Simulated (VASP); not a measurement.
Level of theory: PBE GGA + U (Dudarev), VASP's PBE PAW potentials (set 64) (plane waves; VASP).

The input files of a VASP run:

### INCAR
```
ALGO = Normal
EDIFF = 1E-6
EDIFFG = -0.02
ENCUT = 520
GGA = PE
IBRION = 2
ISIF = 3
ISMEAR = 0
ISPIN = 2
LASPH = .TRUE.
LCHARG = .FALSE.
LDAU = .TRUE.
LDAUJ = 0 0
LDAUL = 2 -1
LDAUPRINT = 1
LDAUTYPE = 2
LDAUU = 3.9 0
LMAXMIX = 4
LORBIT = 10
LREAL = .FALSE.
LWAVE = .FALSE.
MAGMOM = 5.0 -5.0 0.0 0.0
NELM = 100
NSW = 60
PREC = Accurate
SIGMA = 0.05
SYSTEM = MnO
```

File POSCAR:
```
MnO
1
    4.4855870590     2.2315336705     2.2315336705
    2.2315336705     4.4855870590     2.2315336705
    2.2315336705     2.2315336705     4.4855870590
Mn O
2 2
Direct
  0.0000000000   0.0000000000   0.0000000000
  0.5000000000   0.5000000000   0.5000000000
  0.2500000000   0.2500000000   0.2500000000
  0.7500000000   0.7500000000   0.7500000000
```

### KPOINTS
```
Automatic mesh
0
gamma
7 7 7
0 0 0
```

POTCAR, in this order: Mn_pv O (PBE.64 set). Program: vasp_std.

Output

### OSZICAR
```
       N       E                     dE             d eps       ncg     rms          rms(c)
DAV:   1     0.454688522395E+03    0.45469E+03   -0.22510E+04  4144   0.202E+03
DAV:   2     0.184975864034E+02   -0.43619E+03   -0.42894E+03  4161   0.553E+02
DAV:   3    -0.320105829310E+02   -0.50508E+02   -0.49475E+02  5818   0.174E+02
DAV:   4    -0.333107730455E+02   -0.13002E+01   -0.12971E+01  4468   0.296E+01
DAV:   5    -0.333318701503E+02   -0.21097E-01   -0.21090E-01  4980   0.423E+00    0.191E+01
DAV:   6    -0.301121474921E+02    0.32197E+01   -0.38389E+01  5240   0.555E+01    0.163E+01
DAV:   7    -0.310611552977E+02   -0.94901E+00   -0.36739E+00  4713   0.223E+01    0.101E+01
DAV:   8    -0.308290970427E+02    0.23206E+00   -0.20902E+00  4860   0.106E+01    0.619E+00
DAV:   9    -0.311021281283E+02   -0.27303E+00   -0.25130E-01  4861   0.488E+00    0.127E+00
DAV:  10    -0.311018859611E+02    0.24217E-03   -0.29565E-02  5021   0.182E+00    0.675E-01
DAV:  11    -0.311002755722E+02    0.16104E-02   -0.21377E-02  4853   0.103E+00    0.327E-01
DAV:  12    -0.311003608997E+02   -0.85327E-04   -0.71095E-03  4622   0.555E-01    0.102E-01
DAV:  13    -0.311003511150E+02    0.97846E-05   -0.25414E-04  4876   0.221E-01    0.716E-02
DAV:  14    -0.311003113049E+02    0.39810E-04   -0.20003E-04  5053   0.134E-01    0.265E-02
DAV:  15    -0.311003228501E+02   -0.11545E-04   -0.15636E-05  4879   0.450E-02    0.480E-03
DAV:  16    -0.311003231798E+02   -0.32971E-06   -0.23007E-06  3619   0.166E-02
   1 F= -.31100323E+02 E0= -.31100323E+02  d E =-.311003E+02  mag=     0.0000
       N       E                     dE             d eps       ncg     rms          rms(c)
DAV:   1    -0.311093178855E+02   -0.89950E-02   -0.35075E-01  4202   0.588E+00    0.799E-01
DAV:   2    -0.311030662621E+02    0.62516E-02   -0.16149E-02  4230   0.160E+00    0.569E-01
DAV:   3    -0.311026246938E+02    0.44157E-03   -0.15144E-03  5182   0.501E-01    0.253E-01
DAV:   4    -0.311020091950E+02    0.61550E-03   -0.47955E-04  5697   0.233E-01    0.116E-01
DAV:   5    -0.311019192187E+02    0.89976E-04   -0.21246E-04  6672   0.164E-01    0.379E-02
DAV:   6    -0.311019218795E+02   -0.26608E-05   -0.20945E-05  4622   0.573E-02    0.207E-02
DAV:   7    -0.311019225693E+02   -0.68980E-06   -0.59150E-06  4576   0.179E-02
   2 F= -.31101923E+02 E0= -.31101923E+02  d E =-.159939E-02  mag=     0.0000
       N       E                     dE             d eps       ncg     rms          rms(c)
DAV:   1    -0.311135232516E+02   -0.11601E-01   -0.53124E-01  4202   0.724E+00    0.984E-01
DAV:   2    -0.311040244964E+02    0.94988E-02   -0.24652E-02  4230   0.198E+00    0.699E-01
DAV:   3    -0.311033596618E+02    0.66483E-03   -0.23279E-03  5196   0.622E-01    0.311E-01
DAV:   4    -0.311024334802E+02    0.92618E-03   -0.72330E-04  5720   0.284E-01    0.142E-01
DAV:   5    -0.311022971532E+02    0.13633E-03   -0.32151E-04  6672   0.203E-01    0.468E-02
DAV:   6    -0.311023013547E+02   -0.42015E-05   -0.31796E-05  4643   0.712E-02    0.254E-02
DAV:   7    -0.311023024011E+02   -0.10464E-05   -0.91017E-06  4752   0.222E-02    0.120E-02
DAV:   8    -0.311023022386E+02    0.16246E-06   -0.77141E-07  2416   0.975E-03
   3 F= -.31102302E+02 E0= -.31102302E+02  d E =-.197906E-02  mag=     0.0000
       N       E                     dE             d eps       ncg     rms          rms(c)
DAV:   1    -0.311037223249E+02   -0.14199E-02   -0.61005E-02  4230   0.246E+00    0.335E-01
DAV:   2    -0.311026228493E+02    0.10995E-02   -0.28175E-03  4244   0.678E-01    0.241E-01
DAV:   3    -0.311025482944E+02    0.74555E-04   -0.26209E-04  5168   0.207E-01    0.106E-01
DAV:   4    -0.311024403912E+02    0.10790E-03   -0.83439E-05  5608   0.980E-02    0.488E-02
DAV:   5    -0.311024229887E+02    0.17403E-04   -0.37072E-05  6432   0.688E-02    0.155E-02
DAV:   6    -0.311024238601E+02   -0.87145E-06   -0.36285E-06  3708   0.239E-02
   4 F= -.31102424E+02 E0= -.31102424E+02  d E =-.210068E-02  mag=     0.0000
       N       E                     dE             d eps       ncg     rms          rms(c)
DAV:   1    -0.311092743578E+02   -0.68514E-02   -0.18056E-01  4636   0.547E+00    0.783E-01
DAV:   2    -0.311028121272E+02    0.64622E-02   -0.20192E-02  4636   0.188E+00    0.608E-01
DAV:   3    -0.311028153970E+02   -0.32698E-05   -0.17646E-03  5140   0.538E-01    0.208E-01
DAV:   4    -0.311026216605E+02    0.19374E-03   -0.26277E-04  5196   0.171E-01    0.130E-01
DAV:   5    -0.311025491035E+02    0.72557E-04   -0.11459E-04  5280   0.116E-01    0.327E-02
DAV:   6    -0.311025514172E+02   -0.23136E-05   -0.18746E-05  4986   0.648E-02    0.949E-03
DAV:   7    -0.311025519402E+02   -0.52303E-06   -0.55904E-06  4226   0.191E-02
   5 F= -.31102552E+02 E0= -.31102552E+02  d E =-.128080E-03  mag=     0.0000
```

File OUTCAR:
```
------------------------ aborting loop because EDIFF is reached ----------------------------------------
  FORCE on cell =-STRESS in cart. coord.  units (eV):
  Direction    XX          YY          ZZ          XY          YZ          ZX
  --------------------------------------------------------------------------------------
  Total       -0.0472949     -0.0472949     -0.0472949      0.0150210      0.0150210      0.0150210
  in kB       -1.6682829     -1.6682829     -1.6682829      0.5298509      0.5298509      0.5298509
  external PRESSURE =      -1.6682829 kB  Pullay stress =       0.0000000 kB
  volume of cell :       45.42
      direct lattice vectors                 reciprocal lattice vectors
     4.464355261  2.200982324  2.200982324     0.332141111 -0.109677373 -0.109677373
     2.200982324  4.464355261  2.200982324    -0.109677373  0.332141111 -0.109677373
     2.200982324  2.200982324  4.464355261    -0.109677373 -0.109677373  0.332141111
 POSITION                                       TOTAL-FORCE (eV/Angst)
 -----------------------------------------------------------------------------------
      0.00000      0.00000      0.00000        -0.000000     -0.000000      0.000000
      4.43316      4.43316      4.43316        -0.000000     -0.000000     -0.000000
      2.21658      2.21658      2.21658        -0.000000      0.000000     -0.000000
      6.64974      6.64974      6.64974         0.000000      0.000000      0.000000
 -----------------------------------------------------------------------------------
    total drift:                                0.000000     -0.000000     -0.000000
  FREE ENERGIE OF THE ION-ELECTRON SYSTEM (eV)
  ---------------------------------------------------
  free  energy   TOTEN  =       -31.1025519402 eV

  energy  without entropy=      -31.1025519402  energy(sigma->0) =      -31.10255194

 total charge

# of ion       s       p       d       tot
------------------------------------------
    1        0.200   6.170   4.947  11.317
    2        0.200   6.170   4.947  11.317
    3        1.555   3.435   0.000   4.990
    4        1.555   3.435   0.000   4.990
--------------------------------------------------
tot          3.510  19.211   9.894  32.615

 magnetization (x)

# of ion       s       p       d       tot
------------------------------------------
    1        0.021   0.020   4.535   4.577
    2       -0.021  -0.020  -4.535  -4.577
    3        0.000   0.000   0.000   0.000
    4        0.000   0.000   0.000   0.000
--------------------------------------------------
tot          0.000   0.000   0.000   0.000

 reached required accuracy - stopping structural energy minimisation
```
(Selected blocks of OUTCAR.)

### CONTCAR
```
MnO
   1.00000000000000
     4.4643552609812343    2.2009823241839661    2.2009823241839661
     2.2009823241839661    4.4643552609812343    2.2009823241839661
     2.2009823241839661    2.2009823241839661    4.4643552609812343
  Mn              O
     2     2
Direct
     0.0000000000000000    0.0000000000000000    0.0000000000000000
     0.5000000000000000    0.5000000000000000    0.5000000000000000
     0.2500000000000000    0.2500000000000000    0.2500000000000000
     0.7500000000000000    0.7500000000000000    0.7500000000000000
```

The compound is MnO in the rock salt, AFM-II order structure. This run relaxes it. Symmetry was kept, so distortions that lower it aren't found. The start is the result of an earlier pass.
